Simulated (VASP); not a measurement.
Output of a VASP run:

OSZICAR:
```
       N       E                     dE             d eps       ncg     rms          rms(c)
DAV:   1    -0.382544920127E+01   -0.38254E+01   -0.53407E-06   452   0.168E-02    0.119E-03
DAV:   2    -0.382544883274E+01    0.36853E-06   -0.17160E-06   444   0.988E-03    0.325E-04
DAV:   3    -0.382544879528E+01    0.37460E-07   -0.31562E-07   372   0.517E-03    0.259E-04
DAV:   4    -0.382544880648E+01   -0.11199E-07   -0.58505E-08   372   0.337E-03
   1 F= -.38254488E+01 E0= -.38253149E+01  d E =-.401788E-03
```

**OUTCAR**
```
------------------------ aborting loop because EDIFF is reached ----------------------------------------
  FORCE on cell =-STRESS in cart. coord.  units (eV):
  Direction    XX          YY          ZZ          XY          YZ          ZX
  --------------------------------------------------------------------------------------
  Total       -0.1032322     -0.3328581     -0.3001792     -0.3247400      0.0000000      0.0000000
  in kB       -0.5735220     -1.8492423     -1.6676898     -1.8041412      0.0000000      0.0000000
  external PRESSURE =      -1.3634847 kB  Pullay stress =       0.0000000 kB
  volume of cell :      288.39
      direct lattice vectors                 reciprocal lattice vectors
     3.607489527  0.000000000  0.000000000     0.277201082  0.098005389  0.000000000
    -1.202496509  3.401173521  0.000000000     0.000000000  0.294016166  0.000000000
     0.000000000  0.000000000 23.504010674     0.000000000  0.000000000  0.042545930
 POSITION                                       TOTAL-FORCE (eV/Angst)
 -----------------------------------------------------------------------------------
      1.20250      1.70059      8.81369        -0.000000     -0.000000      0.032006
      0.00000      0.00000     11.75201         0.000000      0.000000      0.000000
      1.20250      1.70059     14.69032         0.000000      0.000000     -0.032006
 -----------------------------------------------------------------------------------
    total drift:                                0.000000      0.000000      0.000000
  FREE ENERGIE OF THE ION-ELECTRON SYSTEM (eV)
  ---------------------------------------------------
  free  energy   TOTEN  =        -3.8254488065 eV

  energy  without entropy=       -3.8250470185  energy(sigma->0) =       -3.82531488

 total charge

# of ion       s       p       d       tot
------------------------------------------
    1        0.101   5.962   0.000   6.063
    2        0.095   5.968   0.000   6.063
    3        0.101   5.962   0.000   6.063
--------------------------------------------------
tot          0.297  17.892   0.000  18.189
```
(Selected blocks of OUTCAR.)

**POSCAR**
```
Na(110) slab
1
    3.6074895270     0.0000000000     0.0000000000
   -1.2024965090     3.4011735213     0.0000000000
    0.0000000000     0.0000000000    23.5040106738
Na
3
Direct
  0.5000000000   0.5000000000   0.3749865252
  0.0000000000   0.0000000000   0.5000000000
  0.5000000000   0.5000000000   0.6250134748
```

### Question
Write an INCAR and KPOINTS that could have produced this output.

### Answer
Several could match; the one computed here: the input of the run itself, PBEsol GGA, plane waves, VASP's PBE PAW potentials (set 64).

**INCAR**
```
LREAL  =  .FALSE.
GGA  =  PS   ! PBEsol
LASPH  =  .TRUE.   ! aspherical one-centre terms
LCHARG  =  .FALSE.
NELM  =  100   ! most electronic steps
EDIFF  =  1E-6   ! SCF stop (eV)
ENCUT  =  400
IDIPOL  =  3
ISMEAR  =  1
LDIPOL  =  .TRUE.
NELMIN  =  4
ALGO  =  Normal   ! blocked Davidson
SIGMA  =  0.1   ! width (eV)
DIPOL  =  0.5 0.5 0.5
LORBIT  =  11   ! lm-projected
LWAVE  =  .FALSE.
SYSTEM  =  Na(110) slab
PREC  =  Normal
LVHAR  =  .TRUE.
```

**KPOINTS**
```
Automatic
0
G
8 8 1
```

POTCAR, in this order: Na_pv (PBE.64 set). Program: vasp_std. Read from the step before: WAVECAR.

The cell is a thin slab with vacuum, built from Na (bcc): (110) face.
